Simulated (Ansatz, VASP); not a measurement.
# One calculation of Te5P, two programs

```
Te P
1.0
     0.00000    4.55946    4.55946
     4.55946    0.00000    4.55946
     4.55946    4.55946    0.00000
Te P
5 1
Direct
  0.75000 0.75000 0.75000
  0.37589 0.37589 0.87233
  0.37589 0.87233 0.37589
  0.37589 0.37589 0.37589
  0.87233 0.37589 0.37589
  0.00000 0.00000 0.00000
```

Change from the starting cell: species swapped into the ZrCu5 type (F-43m, No. 216).

Alike in both runs: task single point; functional PBE; k mesh 4 × 4 × 4; occupations gaussian, width 0.1 eV; no spin polarisation.

|  | VASP | Ansatz |
| --- | --- | --- |
| version | VASP 6.6.1 | Ansatz 0.2.0 |
| potentials or method | VASP PAW PBE potentials, release 64 (Te, P) | scalar-relativistic, plane waves, PAW |
| plane-wave cutoff (eV) | 520 | 420 |
| valence electrons in the cell | 35 | 85 |

|  | VASP | Ansatz | Ansatz less VASP |
| --- | --- | --- | --- |
| gap on the k mesh at the Fermi level (eV) | none | none | - |
| pressure (GPa) | -3.4 | -3.3 | +0.06 |

A gap of «none» marks a metal or a gap that the smearing closes. The functional is the same, so the differences come from potentials, cutoffs and numerics. The two sets of potentials don't hold the same shells in valence.

The runs have no spin-orbit coupling, so splittings on Te are missing.
